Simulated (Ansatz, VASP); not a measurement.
Given: the input of a run of VASP 6.6.1 on ScTaN. Atoms were shifted at random by some hundredths of an Å from the given cell, which wasn't relaxed again for these runs. The cell comes from a database or a generator and needn't be the stable form of this composition.

INCAR

```
SYSTEM = ScTaN
ALGO = Normal
EDIFF = 1E-7
ENCUT = 520
GGA = PS
ISIF = 2
ISMEAR = -1
KPAR = 2
LASPH = .True.
LCHARG = .False.
LREAL = .False.
LWAVE = .False.
NBANDS = 36
NELM = 60
PREC = Accurate
SIGMA = 0.05
```

The input KPOINTS:

```
k-points
0
Gamma
  10 10 3
  0 0 0
```

The input POSCAR:

```
ScTaN
1.0
    3.0850655424      0.0000000000      0.0000000000
   -1.5425327712      2.6717451321      0.0000000000
    0.0000000000      0.0000000000     10.3401360000
Ta Sc N
2 2 2
Direct
    0.3285960000      0.6572480000      0.2489040000
    0.6696490000      0.3366880000      0.7472010000
    0.0211850000     -0.0055510000     -0.0032500000
    0.0043380000     -0.0182150000      0.4988000000
    0.3459190000      0.6802090000      0.6327580000
    0.6575470000      0.3125830000      0.3725460000
```

Potentials or basis: VASP PAW PBE potentials, release 64 (Ta_pv, Sc_sv, N).

Run with:

```sh
$ cat potpaw_PBE.64/Ta_pv/POTCAR potpaw_PBE.64/Sc_sv/POTCAR potpaw_PBE.64/N/POTCAR > POTCAR
$ mpirun -np 2 vasp_std > vasp.out
```

Question: What does the same run look like in Ansatz 0.2.0? Potentials or basis there: Ansatz PAW, cutoff 420 eV.

Answer: As run (cutoffs and basis follow the program's own potentials, and thresholds, step limits or extra output files can differ):

input.yaml

```yaml
crystal:
  lattice:
    - [3.0850655424, 0.0, 0.0]
    - [-1.5425327712, 2.6717451321, 0.0]
    - [0.0, 0.0, 10.340136]
  atoms:
    - { symbol: Ta, position: [0.328596, 0.657248, 0.248904] }
    - { symbol: Ta, position: [0.669649, 0.336688, 0.747201] }
    - { symbol: Sc, position: [0.021185, -0.005551, -0.00325] }
    - { symbol: Sc, position: [0.004338, -0.018215, 0.4988] }
    - { symbol: "N", position: [0.345919, 0.680209, 0.632758] }
    - { symbol: "N", position: [0.657547, 0.312583, 0.372546] }
hamiltonian:
  xc: pbesol
  pseudopotentials: { kind: paw }
kpoints:
  mp_grid: { grid: [10, 10, 3] }
scf:
  occupations: { method: fermi_dirac, width: 0.05 }
output:
  forces: true
  stress: true
  eigenvalues: true
```

Potentials or basis: Ansatz PAW.

The run is started by

```sh
$ ansatz run input.yaml --threads 1 --pin off --max-ram 3584MiB --backend cpu --events-out ev --progress --plain --runs-dir out
```

Both were run:

|  | VASP | Ansatz |
| --- | --- | --- |
| Pressure | -3.8 GPa | -4.3 GPa |
| Largest force | 1.142 eV/Å | 1.116 eV/Å |

Ansatz's pressure holds a Pulay term of +0.25 GPa for its cutoff of 420 eV, which the other run lacks.

The potentials hold 54 and 58 valence electrons a cell.

VASP's potentials were made for PBE. Ansatz's potentials were made for PBE.

Where Ansatz's input types no cutoff or centring, it takes its own default and a Γ-centred mesh.

Pressure is positive in compression.
